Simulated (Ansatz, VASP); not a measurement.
## Ni (Nickel): VASP beside Ansatz

One calculation is typed for both programs; each brings its own data sets. How far apart do they land? Of the first pair: The cell is taken from a series of VASP runs on this material, whose earlier steps may have relaxed, scaled or displaced it; both programs get it as it stands. Valence electrons are named where the data sets of a main pair hold unlike numbers.

Calculated with Ansatz 0.2.0; plane waves, with VASP 6.6.1 beside it; single point at r2SCAN and band structure at r2SCAN.

## Step 1: The starting structure

Symmetry: Fm-3m, No. 225, cubic system. Conventional cell: a = 3.473 Å, b = 3.473 Å, c = 3.473 Å, α = 90.00°, β = 90.00°, γ = 90.00°. Nearest to Ni lie 12 Ni at 2.46 Å.

Structure file:

```cif
data_structure
_symmetry_space_group_name_H-M 'Fm-3m'
_symmetry_Int_Tables_number 225
_cell_length_a 3.4727
_cell_length_b 3.4727
_cell_length_c 3.4727
_cell_angle_alpha 90.000
_cell_angle_beta 90.000
_cell_angle_gamma 90.000
_cell_volume 41.88
loop_
_atom_site_label
_atom_site_type_symbol
_atom_site_symmetry_multiplicity
_atom_site_Wyckoff_symbol
_atom_site_fract_x
_atom_site_fract_y
_atom_site_fract_z
_atom_site_occupancy
Ni1 Ni 4 a 0.00000 0.00000 0.00000 1
```

## Step 2: Ansatz: single point, r2SCAN

Ansatz runs on its default PAW (the set named soft_2) files.

A single point gives forces, pressure and levels at one fixed geometry, so differences don't come from the geometry; what else differs is listed under the comparison.

File input.yaml:

```yaml
crystal:
  lattice:
    - [0.0, 1.7363269909, 1.7363269909]
    - [1.7363269909, 0.0, 1.7363269909]
    - [1.7363269909, 1.7363269909, 0.0]
  atoms:
    - { symbol: Ni, position: [0.0, 0.0, 0.0], spin: 0.78 }
hamiltonian:
  xc: r2scan
  pseudopotentials: { kind: paw }
magnetization:
  spin_polarized: true
kpoints:
  mp_grid: { grid: [11, 11, 11] }
scf:
  occupations: { method: methfessel_paxton, width: 0.2 }
  n_extra_bands: 6
output:
  forces: true
  stress: true
  eigenvalues: true
```

Run with:

```bash
$ ansatz run input.yaml --threads 2 --pin off --max-ram 4608MiB --backend cpu --events-out ev --progress --plain --runs-dir out
```

Numbers of over 12 decimals in the logs are rounded to 6 here.

What it wrote:

```text
scf.n_extra_bands = 6 over 9 filled bands (N_el = 18.0): the run solves 15 bands
Engine: ansatz 0.2.0, aarch64-unknown-linux-gnu
Pseudopotentials: kind: paw
Pseudopotential: Ni, paw, valence charge 18, recommended cutoff 500 eV (meta_gga), Ni.paw.azcp
Functional definition: r2SCAN
  parameter k0 = 0.174
  parameter k1 = 0.065
  parameter a1 = 4.9479
  exchange = r2scan_x(k0 = k0, k1 = k1, a1 = a1)
  correlation = r2scan_c
Crystal: 1 atoms, lattice volume = 10.469 Å³
Basis set: ecut = 500 eV, 283 PW (Γ), exchange–correlation on 72×72×72 points (64 copies of the dense FFT grid, shifted against one another)
Bands: 15, of which v1, the nominal top of the filled ones, is band 9 counted from 1 (8 counted from 0)
Symmetry: 48 space group operations
Space group: Fm-3m (ITA 225), of the structure as read, at distance tolerance 2.2e-5 Å
Magnetic group: BNS 225.116 (UNI 1618), of the structure as read, at distance tolerance 2.2e-5 Å
k-points: 56 of 1331
Non-local potential: Ni, projectors of the file, l = 0: 3, l = 1: 2, l = 2: 3, l = 3: 1
PAW form: soft (Blöchl's): semilocal exchange-correlation on the pseudo side does not see the compensation charge
PAW frozen core: Ni, regenerated for the run's functional (the file was generated under x = pbe(κ = 0.804, μ = 0.219515), c = pbe(β = 0.066725))
PAW one-centre angular grid: Ni, 590 points (default); XC on 160 Gauss nodes
Initial density: superposition of atomic densities (chi_scale 0.1, normalization cell)
Starting moments: Σ|m| = 0.78 μB on 1 of 1 site
Initial wavefunctions: pseudopotential atomic-orbital guess
Functional: x = r2scan, c = r2scan; τ floored in thin density (d = 2e-4 eV/Å³)
iter 1 solved again at ethr=2.70e-3 eV; its pass at ethr=3.10e-3 eV (dr2=4.86e-1 eV) is discarded
SCF iter   1: F=—  HF=-5844.402807 eV  |F-HF|=—  |Δ(HF+E_count)|=         —  Δρ=7.15e-2 (↑1.35e-2 ↓7.15e-2)  dr2=2.93e-1  dr2_τ=5.35e-3  dr2_m=1.45e-1  M=0.840 μB ∫|m|=0.912 μB  β_m=1.00  ethr=2.70e-3  ⟨swp⟩=3.3  Hψ=12928  notcnv=0
Mixer restart at iter 1: flushing history
preconditioner: auto → none  [metal: Δε(μ)=0.021 eV  Ē_g=20.094 eV  σ=0.200 eV  W_gap=0.06  n_scr=0 (ndim 8)  ℏωp=36.3 eV  f_vac=0.000  D(μ)=1.72/eV (n_scr^D=26)]
SCF iter   2: F=—  HF=-5844.044502 eV  |F-HF|=—  |Δ(HF+E_count)|=         —  Δρ=9.08e-2 (↑3.43e-2 ↓9.08e-2)  dr2=2.31e-1  dr2_τ=2.45e-3  dr2_m=3.40e-1  M=1.103 μB ∫|m|=1.279 μB  β_m=1.00  ethr=1.63e-3  ⟨swp⟩=3.5  Hψ=3974  notcnv=0  defer=45
Mixer restart at iter 2: flushing history
SCF iter   3: F=—  HF=-5846.212745 eV  |F-HF|=—  |Δ(HF+E_count)|=    2.17e0  Δρ=2.11e-1 (↑9.36e-2 ↓2.11e-1)  dr2=5.29e0  dr2_τ=5.31e-3  dr2_m=3.68e-1  M=0.726 μB ∫|m|=0.909 μB  β_m=0.87  ethr=2.78e-4  ⟨swp⟩=2.9  Hψ=4289  notcnv=0  defer=131
SCF iter   4: F=—  HF=-5845.195087 eV  |F-HF|=—  |Δ(HF+E_count)|=    1.02e0  Δρ=5.74e-2 (↑2.10e-2 ↓5.74e-2)  dr2=2.67e-1  dr2_τ=1.35e-2  dr2_m=4.05e-2  M=0.907 μB ∫|m|=1.089 μB  β_m=1.00  ethr=2.78e-4  ⟨swp⟩=3.6  Hψ=4960  notcnv=0  defer=138  κ⁻¹=1.0e0(r=1)
SCF iter   5: F=—  HF=-5845.187313 eV  |F-HF|=—  |Δ(HF+E_count)|=   7.77e-3  Δρ=1.81e-2 (↑1.01e-2 ↓1.81e-2)  dr2=5.54e-2  dr2_τ=6.29e-5  dr2_m=1.92e-3  M=0.844 μB ∫|m|=1.028 μB  β_m=1.00  ethr=2.78e-4  ⟨swp⟩=2.2  Hψ=4076  notcnv=0  defer=140  κ⁻¹=7.7e-4(r=2)
SCF iter   6: F=—  HF=-5845.244507 eV  |F-HF|=—  |Δ(HF+E_count)|=   5.72e-2  Δρ=1.19e-2 (↑3.61e-3 ↓1.19e-2)  dr2=1.37e-2  dr2_τ=2.67e-5  dr2_m=2.74e-3  M=0.823 μB ∫|m|=1.005 μB  β_m=1.00  ethr=2.78e-4  ⟨swp⟩=1.0  Hψ=1952  notcnv=0  defer=141  κ⁻¹=1.5e-4(r=3)
SCF iter   7: F=—  HF=-5845.261972 eV  |F-HF|=—  |Δ(HF+E_count)|=   1.75e-2  Δρ=9.41e-3 (↑2.77e-3 ↓9.41e-3)  dr2=8.34e-3  dr2_τ=1.59e-5  dr2_m=1.70e-3  M=0.808 μB ∫|m|=0.988 μB  β_m=1.00  ethr=7.64e-5  ⟨swp⟩=1.0  Hψ=1680  notcnv=0  defer=141  κ⁻¹=1.2e-5(r=4)
[...]
iteration 11: the input's own smearing fills from here on; a Gaussian of 0.2 eV has filled iterations ahead of it
SCF iter  12: F=—  HF=-5845.279290 eV  |F-HF|=—  |Δ(HF+E_count)|=   1.02e-4  S|Δr|=    0.00e0  Δρ=4.09e-4 (↑1.97e-4 ↓4.09e-4)  dr2=4.35e-6  dr2_τ=2.79e-7  dr2_m=5.32e-6  M=0.715 μB ∫|m|=0.880 μB  β_m=1.20  ethr=2.18e-8  ⟨swp⟩=2.9  Hψ=2941  notcnv=0  defer=141  κ⁻¹=1.0e0(r=1)
SCF iter  13: F=—  HF=-5845.279305 eV  |F-HF|=—  |Δ(HF+E_count)|=   1.49e-5  S|Δr|=    0.00e0  Δρ=2.08e-4 (↑1.36e-4 ↓2.08e-4)  dr2=1.85e-6  dr2_τ=3.38e-8  dr2_m=9.09e-7  M=0.716 μB ∫|m|=0.880 μB  β_m=1.20  ethr=2.18e-8  ⟨swp⟩=2.0  Hψ=2561  notcnv=0  defer=140  κ⁻¹=2.7e-3(r=2)
SCF iter  14: F=—  HF=-5845.279307 eV  |F-HF|=—  |Δ(HF+E_count)|=   2.41e-6  S|Δr|=    0.00e0  Δρ=1.38e-4 (↑1.12e-4 ↓1.38e-4)  dr2=6.57e-7  dr2_τ=2.02e-8  dr2_m=4.49e-7  M=0.716 μB ∫|m|=0.881 μB  β_m=1.20  ethr=1.03e-8  ⟨swp⟩=1.5  Hψ=1716  notcnv=0  defer=140  κ⁻¹=5.4e-4(r=3)
SCF iter  15: F=—  HF=-5845.279311 eV  |F-HF|=—  |Δ(HF+E_count)|=   3.76e-6  S|Δr|=    0.00e0  Δρ=7.55e-5 (↑5.58e-5 ↓7.55e-5)  dr2=1.06e-7  dr2_τ=2.94e-9  dr2_m=2.74e-7  M=0.717 μB ∫|m|=0.882 μB  β_m=1.20  ethr=3.65e-9  ⟨swp⟩=2.2  Hψ=2456  notcnv=0  defer=140  κ⁻¹=1.2e-4(r=4)
SCF iter  16: F=—  HF=-5845.279313 eV  |F-HF|=—  |Δ(HF+E_count)|=   2.05e-6  S|Δr|=    0.00e0  Δρ=5.58e-5 (↑4.31e-5 ↓5.58e-5)  dr2=9.29e-9  dr2_τ=5.56e-10  dr2_m=2.29e-7  M=0.718 μB ∫|m|=0.883 μB  β_m=1.20  ethr=5.56e-10  ⟨swp⟩=9.7  Hψ=8519  notcnv=0  κ⁻¹=6.4e-6(r=5)
SCF iter  17: F=—  HF=-5845.279314 eV  |F-HF|=—  |Δ(HF+E_count)|=   1.26e-6  S|Δr|=    0.00e0  Δρ=5.24e-5 (↑3.81e-5 ↓5.24e-5)  dr2=1.15e-8  dr2_τ=4.27e-10  dr2_m=1.94e-7  M=0.719 μB ∫|m|=0.883 μB  β_m=1.20  ethr=5.16e-11  ⟨swp⟩=5.2  Hψ=7155  notcnv=0  κ⁻¹=1.5e-6(r=6)
SCF iter  18: F=—  HF=-5845.279316 eV  |F-HF|=—  |Δ(HF+E_count)|=   1.60e-6  S|Δr|=    0.00e0  Δρ=4.14e-5 (↑2.94e-5 ↓4.14e-5)  dr2=9.87e-9  dr2_τ=2.63e-10  dr2_m=1.20e-7  M=0.719 μB ∫|m|=0.884 μB  β_m=1.20  ethr=5.16e-11  ⟨swp⟩=5.5  Hψ=7472  notcnv=0  κ⁻¹=1.9e-7(r=7)
SCF iter  19: F=—  HF=-5845.279316 eV  |F-HF|=—  |Δ(HF+E_count)|=   1.67e-7  S|Δr|=    0.00e0  Δρ=3.99e-5 (↑2.83e-5 ↓3.99e-5)  dr2=9.33e-9  dr2_τ=2.44e-10  dr2_m=1.11e-7  M=0.720 μB ∫|m|=0.884 μB  β_m=1.20  ethr=5.16e-11  ⟨swp⟩=3.5  Hψ=4285  notcnv=0  κ⁻¹=3.0e-9(r=8)
SCF iter  20: F=—  HF=-5845.279318 eV  |F-HF|=—  |Δ(HF+E_count)|=   2.08e-6  S|Δr|=    0.00e0  Δρ=1.23e-5 (↑9.59e-6 ↓1.23e-5)  dr2=5.16e-10  dr2_τ=2.71e-11  dr2_m=1.15e-8  M=0.721 μB ∫|m|=0.886 μB  β_m=1.20  ethr=5.16e-11  ⟨swp⟩=6.4  Hψ=8073  notcnv=0  κ⁻¹=8.1e-9(r=8)
SCF iter  21: F=-5845.279318 eV  HF=-5845.279318 eV  |F-HF|=1.42e-10  |Δ(HF+E_count)|=   2.41e-7  S|Δr|=    0.00e0  Δρ=9.11e-7 (↑5.83e-7 ↓9.11e-7)  dr2=9.68e-11  dr2_τ=5.39e-13  dr2_m=4.30e-12  M=0.722 μB ∫|m|=0.887 μB  ethr=2.87e-12  ⟨swp⟩=5.4  Hψ=7446  notcnv=0
SCF 1 converged in 21 iterations: F = -5845.279318 eV  dr2 = 9.68e-11
  greatest PAW one-centre occupation: 1.001 electrons in one spin orbital (limit 2), on the Ni atom at site 0 (counted from 0), in its partial waves of l = 1
this state was not tested for a lower state beside it, because cold or Methfessel-Paxton smearing, or corrected tetrahedra, fill the levels in a way that the test cannot read (fill_not_monotonic; see scf.lower_state_search)
SCF converged after 21 iterations
Magnetization: 0.7222 μB (9.3611 up, 8.6389 down)
Absolute magnetization: 0.8881 μB (∫|ρ↑−ρ↓|, with the PAW one-centre terms)
Spin contamination: 0.0195 ħ² per cell (⟨S²⟩ above its minimum at these occupations)
Per-site moments (μB) at R_I (Å): [(0.788141, 1.012909)]
Free energy (F): -5845.279318 eV
Harris-Foulkes:  -5845.279318 eV  (|F-HF|=1.42e-10)
Internal energy: -5845.276183 eV  (E = F + TS)
E sigma→0 (E₀):  -5845.278535 eV
Entropy (-TS):   -0.003135 eV (-3.135 meV/atom)
Fermi energy:    19.005188 eV
--- Per-component energies (eV) ---
  E_band       = -296.170887
  E_kinetic    = 282.338415
  E_local      = -3379.087449  (includes V_loc(G=0)·N_el)
  E_nonlocal   = 639.993013
  E_hartree    = 1414.469695
  E_xc         = -79.017273
  E_vxc        = -117.328434  (∫ρ·V_xc dr)
  E_paw        = -1643.808486  (= ΣΔE_a)
  E_vpaw       = -559.731116  (= ΣTr[D̂ρ^β])
  E_aug_tail   = 0.000242  (compensation charges beyond the density's cutoff)
  E_vtau       = 8.705752  (kinetic-family band-sum trace: ∫τ·v_τ [+ j·A + Jᵃ·Aᵃ] dr)
  E_ewald      = -3079.864272
  E_core_change = -0.300069  (= ΣΔE_core)
  E_smearing   = -0.003135  (= −TS)
  E_closure    = -0.000000  (closes the sum)
  Σ components = -5845.279318   (vs F -5845.279318, Δ=0.00e0)
--- Forces (eV/Å), atoms counted from 1 ---
  atom   1  Ni    -0.00000000     0.00000000     0.00000000
  max |Σ_I F_I| component: 5.14e-32 eV/Å
--- Stress (GPa, compression-positive) ---
        0.984183      -0.000000       0.000000
        0.000000       0.984183       0.000000
        0.000000       0.000000       0.984183
  P = ⅓ Tr σ = 0.9842 GPa (9.842 kbar)
--- Band table (eV; the first three rows and the last of 112) ---
  k-point 0 ↑: bands = [... 5 lower, 15.9211, 15.9211, 15.9211, 17.2877, 17.2877, 43.5961, 48.0909, 48.0909, ... 2 higher]
  k-point 1 ↑: bands = [... 5 lower, 15.8362, 15.9954, 15.9954, 17.2576, 17.2576, 42.2555, 45.3279, 47.3243, ... 2 higher]
  k-point 2 ↑: bands = [... 5 lower, 15.6553, 16.1437, 16.1437, 17.2379, 17.2379, 37.7395, 44.3692, 46.3088, ... 2 higher]
  k-point 55 ↓: bands = [... 5 lower, 16.0128, 16.5122, 17.9688, 19.5098, 26.6822, 26.7482, 29.9911, 32.1649, ... 2 higher]
```

Run time: 4.8 s. Hardware: 2 threads of Arm Neoverse V1, shared host; peak memory 0.3 GiB.

The run ends at a pressure of 0.98 GPa.

## Step 3: VASP: single point, r2SCAN

The same cell, functional, mesh and smearing now go to VASP, with its own data sets.

Lines of VASP's logs that name or quote its potential files are left out, and so is its time.

File INCAR:

```
SYSTEM = Ni
PREC = Accurate
ENCUT = 400
EDIFF = 1E-06
NELM = 100
ISMEAR = 1
SIGMA = 0.2
LREAL = .FALSE.
ALGO = Normal
METAGGA = R2SCAN
LASPH = .TRUE.
NBANDS = 12
ISPIN = 2
MAGMOM = 0.78
LMAXMIX = 4
LORBIT = 11
LWAVE = .FALSE.
LCHARG = .TRUE.
ISIF = 2
LELF = .TRUE.
LVHAR = .TRUE.
```

File POSCAR:

```
Ni
1.0
    0.0000000000      1.7363269909      1.7363269909
    1.7363269909      0.0000000000      1.7363269909
    1.7363269909      1.7363269909      0.0000000000
Ni
1
Direct
    0.0000000000      0.0000000000      0.0000000000
```

File KPOINTS:

```
Automatic mesh
0
Gamma
11 11 11
0 0 0
```

The projector-augmented-wave data sets are Ni (PBE family, release 64).

Run with:

```bash
$ mpirun -np 4 vasp_std
```

What it wrote:

```text
[banner, memory and clock lines left out]
running    4 mpi-ranks, on    1 nodes
 distrk:  each k-point on    4 cores,    1 groups
 distr:  one band on    1 cores,    4 groups

 POSCAR found type information on POSCAR Ni
 POSCAR found :  1 types and       1 ions
|                                                                             |
|               ----> ADVICE to this user running VASP <----                  |
|                                                                             |
|     You enforced a specific xc type in the INCAR file but a different       |
|     [... a line on the potential file left out ...]
|     I HOPE YOU KNOW WHAT YOU ARE DOING!                                     |
|                                                                             |

 LDA part: xc-table for (None), standard interpolation
 POSCAR, INCAR and KPOINTS ok, starting setup
 FFT: planning ... GRIDC
 FFT: planning ... GRID_SOFT
 FFT: planning ... GRID
 WAVECAR not read
 entering main loop
       N       E                     dE             d eps       ncg     rms          rms(c)
DAV:   1     0.186303896975E+02    0.18630E+02   -0.38506E+03  2792   0.905E+02
DAV:   2    -0.133922089269E+02   -0.32023E+02   -0.30366E+02  2948   0.158E+02
DAV:   3    -0.142530469580E+02   -0.86084E+00   -0.85451E+00  3048   0.295E+01
DAV:   4    -0.142601315735E+02   -0.70846E-02   -0.70833E-02  3236   0.234E+00
DAV:   5    -0.142602683806E+02   -0.13681E-03   -0.13681E-03  3220   0.292E-01    0.109E+01
DAV:   6    -0.124317162767E+02    0.18286E+01   -0.19696E+01  3496   0.611E+01    0.729E+00
DAV:   7    -0.119367384128E+02    0.49498E+00   -0.39281E+00  3332   0.224E+01    0.232E+00
DAV:   8    -0.119345179285E+02    0.22205E-02   -0.37427E-02  3144   0.185E+00    0.118E+00
DAV:   9    -0.119325852612E+02    0.19327E-02   -0.28477E-03  3704   0.508E-01    0.402E-01
DAV:  10    -0.119319420436E+02    0.64322E-03   -0.44063E-03  3508   0.800E-01    0.742E-02
DAV:  11    -0.119319773587E+02   -0.35315E-04   -0.20213E-04  3412   0.182E-01    0.400E-02
DAV:  12    -0.119319831571E+02   -0.57984E-05   -0.10662E-05  3012   0.330E-02    0.246E-02
DAV:  13    -0.119319797373E+02    0.34198E-05   -0.17026E-05  3352   0.492E-02    0.711E-03
DAV:  14    -0.119319811246E+02   -0.13873E-05   -0.42736E-07  1868   0.736E-03    0.391E-03
DAV:  15    -0.119319827700E+02   -0.16454E-05   -0.56053E-07  1528   0.712E-03    0.114E-03
DAV:  16    -0.119319834035E+02   -0.63357E-06   -0.11583E-07  1480   0.428E-03
   1 F= -.11931983E+02 E0= -.11930956E+02  d E =-.308174E-02  mag=     0.6427
```

Parts of OUTCAR (step 3):

```text
ion  position               nearest neighbor table
   1  0.000  0.000  0.000-

  LATTYP: Found a face centered cubic cell.
 ALAT       =     3.4726539818

 Subroutine GETGRP returns: Found 48 space group operations
 (whereof 48 operations were pure point group operations)

The static configuration has the point symmetry O_h .

 Found     56 irreducible k-points:

   k-points           NKPTS =     56   k-points in BZ     NKDIM =     56   number of bands    NBANDS=     12

   dimension x,y,z NGX =    16 NGY =   16 NGZ =   16
   dimension x,y,z NGXF=    32 NGYF=   32 NGZF=   32

   ENCUT  =  400.0 eV  29.40 Ry    5.42 a.u.   4.00  4.00  4.00*2*pi/ulx,y,z

   NELECT =      10.0000    total number of electrons

 k-points in reciprocal lattice and weights: Automatic mesh
   0.00000000  0.00000000  0.00000000       0.001
   0.09090909  0.00000000  0.00000000       0.006
   0.18181818  0.00000000  0.00000000       0.006
   0.27272727  0.00000000  0.00000000       0.006
   0.36363636  0.00000000  0.00000000       0.006
   0.45454545  0.00000000  0.00000000       0.006
   0.09090909  0.09090909  0.00000000       0.005
   0.18181818  0.09090909  0.00000000       0.018
   0.27272727  0.09090909  0.00000000       0.018
[...]
-0.36363636  0.45454545  0.18181818       0.018
  -0.27272727  0.45454545  0.18181818       0.018

 average (electrostatic) potential at core
       1 -86.8751

 E-fermi :   9.8630

 spin component 1
 k-point     1 :       0.0000    0.0000    0.0000
  band No.  band energies     occupation
    ...
      2       6.9094      1.00000
      3       6.9094      1.00000
      4       6.9094      1.00000
      5       8.2521      1.00000
      6       8.2521      1.00000
      7      34.7560      0.00000
      8      39.2227      0.00000
      9      39.2227      0.00000
     10      39.2234      0.00000
     11      41.9927      0.00000
    ...

 k-point     2 :       0.0909    0.0000    0.0000
  band No.  band energies     occupation
    ...
      2       6.8246      1.00000
      3       6.9834      1.00000
      4       6.9835      1.00000
      5       8.2222      1.00000
      6       8.2223      1.00000
      7      33.3665      0.00000
      8      36.4605      0.00000
      9      38.4659      0.00000
     10      38.4664      0.00000
     11      43.1008      0.00000
    ...

 k-point     3 :       0.1818    0.0000    0.0000
  band No.  band energies     occupation
    ...
      2       6.6436      1.00000
      3       7.1302      1.00000
      4       7.1304      1.00000
      5       8.2035      1.00000
      6       8.2037      1.00000
      7      28.7690      0.00000
      8      35.5167      0.00000
      9      37.4418      0.00000
     10      37.4422      0.00000
     11      43.4491      0.00000
    ...

 k-point     4 :       0.2727    0.0000    0.0000
  band No.  band energies     occupation
    ...
      2       6.6292      1.00000
      3       7.1654      1.00000
      4       7.1656      1.00000
      5       8.3590      1.00000
      6       8.3593      1.00000
      7      23.9348      0.00000
      8      34.6646      0.00000
      9      36.7221      0.00000
     10      36.7222      0.00000
     11      42.1309      0.00000
    ...

 k-point     5 :       0.3636    0.0000    0.0000
  band No.  band energies     occupation
    ...
      2       7.0720      1.00000
      3       7.0723      1.00000
      4       7.4162      1.00000
      5       8.6533      1.00000
      6       8.6536      1.00000
      7      19.5958      0.00000
      8      33.7817      0.00000
      9      36.3415      0.00000
     10      36.3418      0.00000
     11      40.1837      0.00000
    ...

 k-point     6 :       0.4545    0.0000    0.0000
  band No.  band energies     occupation
    ...
      2       6.9880      1.00000
      3       6.9883      1.00000
      4       8.8697      1.00000
      5       8.8701      1.00000
      6       9.0295      1.00000
      7      16.3941      0.00000
      8      33.2463      0.00000
      9      36.2286      0.00000
     10      36.2293      0.00000
     11      39.0460      0.00000
    ...

  Total       -0.0054050     -0.0054050     -0.0054050      0.0000000      0.0000000     -0.0000000
  in kB       -0.8271433     -0.8271433     -0.8271433      0.0000000      0.0000000     -0.0000000
  external PRESSURE =      -0.8271433 kB  Pullay stress =       0.0000000 kB

  energy-cutoff  :      400.00
  volume of cell :       10.47
      direct lattice vectors                 reciprocal lattice vectors
     0.000000000  1.736326991  1.736326991    -0.287964193  0.287964193  0.287964193
     1.736326991  0.000000000  1.736326991     0.287964193 -0.287964193  0.287964193
     1.736326991  1.736326991  0.000000000     0.287964193  0.287964193 -0.287964193

 POSITION                                       TOTAL-FORCE (eV/Angst)
 -----------------------------------------------------------------------------------
      0.00000      0.00000      0.00000        -0.000000     -0.000000      0.000000
 -----------------------------------------------------------------------------------
    total drift:                                0.000000      0.000000     -0.000000

  FREE ENERGIE OF THE ION-ELECTRON SYSTEM (eV)
  ---------------------------------------------------
  free  energy   TOTEN  =       -11.9319834035 eV

  energy  without entropy=      -11.9289016682  energy(sigma->0) =      -11.93095616

 total charge
# of ion       s       p       d       tot
------------------------------------------
    1        0.529   0.552   8.334   9.415

 magnetization (x)
# of ion       s       p       d       tot
------------------------------------------
    1       -0.013  -0.045   0.718   0.661

[... 6 further parts left out ...]
```

The cell holds one magnetic atom, so no antiferromagnetic order fits into it. With spin, VASP writes an ELF for each channel. The k-mesh is coarse for a metal. SCAN-type functionals tend to overstate the moments of itinerant magnets.

## Step 4: Side by side

Known differences besides the potentials themselves: VASP keeps PBE cores, Ansatz makes them for the functional; the data sets hold 18 valence electrons in Ansatz (on its default PAW (the set named soft_2) files) and 10 in VASP; the cutoff is 500 eV in Ansatz and 400 eV in VASP; site moments are counted in spheres of each program's own size. Total energies have different zeros and are not compared.

The two programs side by side:

| quantity | Ansatz | VASP | difference |
| --- | --- | --- | --- |
| pressure (GPa) | 0.98 | -0.08 | +1.07 |
| pressure without Ansatz's Pulay correction (GPa) | 0.80 | -0.08 | +0.88 |
| total moment (μB) | 0.72 | 0.64 | +0.08 |
| moment on Ni1 (μB) | 0.79 | 0.66 | +0.13 |

Ansatz's pressure holds a Pulay correction of 0.18 GPa; VASP's holds none.

[end of part 1 of 2]

[Lines on the potential files, build, host, timing and source positions are cut from VASP's logs without a mark.]

[Logs are printed without paths, hosts, clocks, repeated set-up lines and the standing remarks that a program may print on its own settings, such as how far it seeks lower states.]

[Hosts, paths, dates, database ids (printed as entryN), source tags and the programs' standing remarks are cut or masked in the printed files.]
